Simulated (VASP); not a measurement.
Output of a VASP run:

OSZICAR:
```
       N       E                     dE             d eps       ncg     rms          rms(c)
DAV:   1     0.400820098937E+03    0.40082E+03   -0.17341E+04  1536   0.138E+03
DAV:   2     0.300751831052E+02   -0.37074E+03   -0.36168E+03  1672   0.383E+02
DAV:   3    -0.137432605125E+02   -0.43818E+02   -0.42378E+02  2024   0.148E+02
DAV:   4    -0.159759259165E+02   -0.22327E+01   -0.22072E+01  2016   0.316E+01
DAV:   5    -0.160694010020E+02   -0.93475E-01   -0.93375E-01  2216   0.541E+00    0.549E+00
DAV:   6    -0.157921771609E+02    0.27722E+00   -0.37061E-01  1792   0.365E+00    0.319E+00
DAV:   7    -0.157166197379E+02    0.75557E-01   -0.33256E-01  1764   0.359E+00    0.567E-01
DAV:   8    -0.157179862083E+02   -0.13665E-02   -0.49034E-02  1856   0.118E+00    0.176E-01
DAV:   9    -0.157179040894E+02    0.82119E-04   -0.54681E-03  1880   0.382E-01    0.110E-01
DAV:  10    -0.157180297415E+02   -0.12565E-03   -0.84235E-04  1960   0.209E-01    0.204E-02
DAV:  11    -0.157180290625E+02    0.67895E-06   -0.11569E-04  1840   0.638E-02    0.113E-02
DAV:  12    -0.157180268374E+02    0.22251E-05   -0.15223E-05  1808   0.218E-02    0.557E-03
DAV:  13    -0.157180264130E+02    0.42444E-06   -0.44717E-06  1380   0.108E-02
   1 F= -.15718026E+02 E0= -.15711562E+02  d E =-.129283E-01
```

**OUTCAR**
```
------------------------ aborting loop because EDIFF is reached ----------------------------------------
  FORCE on cell =-STRESS in cart. coord.  units (eV):
  Direction    XX          YY          ZZ          XY          YZ          ZX
  --------------------------------------------------------------------------------------
  Total        0.1010705      0.5075599      0.5693596      0.0000000      0.0000000      0.0000000
  in kB        1.0686741      5.3667094      6.0201510      0.0000000      0.0000000      0.0000000
  external PRESSURE =       4.1518448 kB  Pullay stress =       0.0000000 kB
  volume of cell :      151.53
      direct lattice vectors                 reciprocal lattice vectors
     2.629404000 -6.235652000  0.000000000     0.190157161 -0.080184077  0.000000000
     2.629404000  6.235652000  0.000000000     0.190157161  0.080184077  0.000000000
     0.000000000  0.000000000  4.620837000     0.000000000  0.000000000  0.216411010
 POSITION                                       TOTAL-FORCE (eV/Angst)
 -----------------------------------------------------------------------------------
      2.62940      4.54479      1.15521         0.000000     -0.057863      0.000000
      2.62940     -4.54479      3.46563         0.000000      0.057863     -0.000000
      2.62940      0.89868      1.15521         0.000000      0.091785      0.000000
      2.62940     -0.89868      3.46563         0.000000     -0.091785     -0.000000
 -----------------------------------------------------------------------------------
    total drift:                                0.000000     -0.000000     -0.000000
  FREE ENERGIE OF THE ION-ELECTRON SYSTEM (eV)
  ---------------------------------------------------
  free  energy   TOTEN  =       -15.7180264130 eV

  energy  without entropy=      -15.7050981418  energy(sigma->0) =      -15.71156228
```
(Selected blocks of OUTCAR.)

### POSCAR
```
BaSn
1
    2.6294040000    -6.2356520000     0.0000000000
    2.6294040000     6.2356520000     0.0000000000
    0.0000000000     0.0000000000     4.6208370000
Ba Sn
2 2
Direct
  0.1355800000   0.8644200000   0.2500000000
  0.8644200000   0.1355800000   0.7500000000
  0.4279400000   0.5720600000   0.2500000000
  0.5720600000   0.4279400000   0.7500000000
```

Question: Reconstruct the remaining input files.

Answer: One answer among several that fit: the input of the run itself, PBEsol GGA, plane waves, VASP's PBE PAW potentials (set 64).

### INCAR
```
ISIF=2   ! forces and stress, cell fixed
SIGMA=0.05
LREAL=.FALSE.   ! projection in real space or not
LWAVE=.FALSE.
LMAXMIX=4
LASPH=.TRUE.
ISMEAR=-1   ! Fermi-Dirac
NELM=100
PREC=Accurate
SYSTEM=BaSn
ALGO=Normal   ! blocked Davidson
EDIFF=1E-6   ! SCF stop (eV)
GGA=PS   ! PBEsol
ENCUT=300
LCHARG=.FALSE.
```

### KPOINTS
```
Automatic mesh
0
Gamma
5 5 5
0 0 0
```

POTCAR, in this order: Ba_sv Sn_d (PBE.64 set). Program: vasp_std.

At this cut-off the stress carries a Pulay error, which pulls relaxed volumes low.

The structure comes from a computed database's BaSn entry (Cmcm); how it stands against other phases isn't given here. The cell was not relaxed at this level, and its volume differs by -5.9 % from the start's.
